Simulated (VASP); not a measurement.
Level of theory: PBE GGA, VASP's PBE PAW potentials (set 64) (plane waves; VASP 6.6.1).

VASP input:

**INCAR**
```
SYSTEM = CeO2
PREC = Accurate
ENCUT = 520
EDIFF = 1E-6
NELM = 100
ALGO = Normal
LREAL = .FALSE.
LASPH = .TRUE.
ISMEAR = -1
SIGMA = 0.1
GGA = PE
LMAXMIX = 6
LWAVE = .FALSE.
LCHARG = .FALSE.
ISIF = 2
```

POSCAR:
```
CeO2
1
    0.0000000000     2.7591000000     2.7591000000
    2.7591000000     0.0000000000     2.7591000000
    2.7591000000     2.7591000000     0.0000000000
Ce O
1 2
Direct
  0.0000000000   0.0000000000   0.0000000000
  0.2500000000   0.2500000000   0.2500000000
  0.7500000000   0.7500000000   0.7500000000
```

**KPOINTS**
```
K-points
0
gamma
6 6 6
```

POTCAR, in this order: Ce O (PBE.64 set). Program: vasp_std.

The resulting files:

OUTCAR:
```
 ion  position               nearest neighbor table
   1  0.000  0.000  0.000-   3 2.39   3 2.39   3 2.39   2 2.39   3 2.39   2 2.39   2 2.39   2 2.39
  LATTYP: Found a face centered cubic cell.
 ALAT       =     5.5182000000
 Subroutine PRICEL returns:
 Original cell was already a primitive cell.
 Subroutine GETGRP returns: Found 48 space group operations
The static configuration has the point symmetry O_h .
The dynamic configuration has the point symmetry O_h .
 Subroutine INISYM returns: Found 48 space group operations
 Subroutine IBZKPT returns following result:
 Found     16 irreducible k-points:

 Following reciprocal coordinates:
            Coordinates               Weight
  0.000000  0.000000  0.000000      1.000000
  0.166667  0.000000  0.000000      8.000000
  0.333333  0.000000  0.000000      8.000000
  0.500000  0.000000  0.000000      4.000000
  0.166667  0.166667  0.000000      6.000000
  0.333333  0.166667  0.000000     24.000000
  0.500000  0.166667  0.000000     24.000000
 -0.333333  0.166667  0.000000     24.000000
 -0.166667  0.166667  0.000000     12.000000
  0.333333  0.333333  0.000000      6.000000
  0.500000  0.333333  0.000000     24.000000
 -0.333333  0.333333  0.000000     12.000000
  0.500000  0.500000  0.000000      3.000000
  0.500000  0.333333  0.166667     24.000000
 -0.333333  0.333333  0.166667     24.000000
 -0.333333  0.500000  0.166667     12.000000
   k-points           NKPTS =     16   k-points in BZ     NKDIM =     16   number of bands    NBANDS=     16
   number of dos      NEDOS =    301   number of ions     NIONS =      3
   total plane-waves  NPLWV =  27000
   dimension x,y,z NGX =    30 NGY =   30 NGZ =   30
   dimension x,y,z NGXF=    60 NGYF=   60 NGZF=   60
   ions per type =               1   2
   PREC   = accura    normal or accurate (medium, high low for compatibility)
   ISTART =      0    job   : 0-new  1-cont  2-samecut
   ICHARG =      2    charge: 1-file 2-atom 10-const
...
```

OSZICAR:
```
       N       E                     dE             d eps       ncg     rms          rms(c)
DAV:   1     0.229734128421E+03    0.22973E+03   -0.11420E+04   512   0.194E+03
DAV:   2     0.960932604768E+01   -0.22012E+03   -0.21292E+03   800   0.305E+02
DAV:   3    -0.303675404155E+02   -0.39977E+02   -0.36087E+02   688   0.152E+02
DAV:   4    -0.317728262088E+02   -0.14053E+01   -0.14052E+01   744   0.298E+01
DAV:   5    -0.318478764713E+02   -0.75050E-01   -0.75046E-01   856   0.640E+00    0.269E+01
DAV:   6    -0.308926620626E+02    0.95521E+00   -0.10730E+02   768   0.586E+01    0.337E+01
DAV:   7    -0.285265840789E+02    0.23661E+01   -0.22114E+02   832   0.133E+02    0.192E+01
DAV:   8    -0.279750057591E+02    0.55158E+00   -0.46503E+00   624   0.226E+01    0.136E+01
DAV:   9    -0.264044622193E+02    0.15705E+01   -0.62498E+00   736   0.206E+01    0.263E+00
DAV:  10    -0.263226144508E+02    0.81848E-01   -0.27311E-01   920   0.484E+00    0.190E+00
DAV:  11    -0.262720386786E+02    0.50576E-01   -0.67377E-02   736   0.253E+00    0.152E+00
DAV:  12    -0.262193275637E+02    0.52711E-01   -0.16428E-01   816   0.392E+00    0.698E-01
DAV:  13    -0.262210784590E+02   -0.17509E-02   -0.24161E-01   784   0.441E+00    0.105E+00
DAV:  14    -0.262133993415E+02    0.76791E-02   -0.11060E-01   808   0.297E+00    0.263E-01
DAV:  15    -0.262133550226E+02    0.44319E-04   -0.84873E-03   768   0.857E-01    0.113E-01
DAV:  16    -0.262133393363E+02    0.15686E-04   -0.50101E-03   696   0.687E-01    0.123E-01
DAV:  17    -0.262132013229E+02    0.13801E-03   -0.18999E-03   736   0.409E-01    0.234E-02
DAV:  18    -0.262132035970E+02   -0.22741E-05   -0.35101E-05   856   0.346E-02    0.239E-02
DAV:  19    -0.262131990085E+02    0.45884E-05   -0.12537E-05   744   0.315E-02    0.115E-02
DAV:  20    -0.262131964510E+02    0.25575E-05   -0.11832E-05   616   0.305E-02    0.229E-03
DAV:  21    -0.262131961757E+02    0.27532E-06   -0.14810E-06   416   0.126E-02
   1 F= -.26213196E+02 E0= -.26213101E+02  d E =-.189493E-03
```

OUTCAR:
```
------------------------ aborting loop because EDIFF is reached ----------------------------------------
  FORCE on cell =-STRESS in cart. coord.  units (eV):
  Direction    XX          YY          ZZ          XY          YZ          ZX
  --------------------------------------------------------------------------------------
  Total       -1.2695083     -1.2695083     -1.2695083      0.0000000      0.0000000      0.0000000
  in kB      -48.4187763    -48.4187763    -48.4187763      0.0000000      0.0000000      0.0000000
  external PRESSURE =     -48.4187763 kB  Pullay stress =       0.0000000 kB
  volume of cell :       42.01
      direct lattice vectors                 reciprocal lattice vectors
     0.000000000  2.759100000  2.759100000    -0.181218513  0.181218513  0.181218513
     2.759100000  0.000000000  2.759100000     0.181218513 -0.181218513  0.181218513
     2.759100000  2.759100000  0.000000000     0.181218513  0.181218513 -0.181218513
 POSITION                                       TOTAL-FORCE (eV/Angst)
 -----------------------------------------------------------------------------------
      0.00000      0.00000      0.00000        -0.000000      0.000000     -0.000000
      1.37955      1.37955      1.37955         0.000000      0.000000      0.000000
      4.13865      4.13865      4.13865        -0.000000     -0.000000     -0.000000
 -----------------------------------------------------------------------------------
    total drift:                                0.000000     -0.000000      0.000000
  FREE ENERGIE OF THE ION-ELECTRON SYSTEM (eV)
  ---------------------------------------------------
  free  energy   TOTEN  =       -26.2131961757 eV

  energy  without entropy=      -26.2130066824  energy(sigma->0) =      -26.21310143
```
(Selected blocks of OUTCAR.)

The compound is CeO2 in the fluorite structure. The cell was not relaxed at this level. The run is one of a series of settings (ISMEAR = -1, SIGMA = 0.1 against the base run), some of them coarse on purpose. The run is not spin-polarised, so no magnetic state was tried.
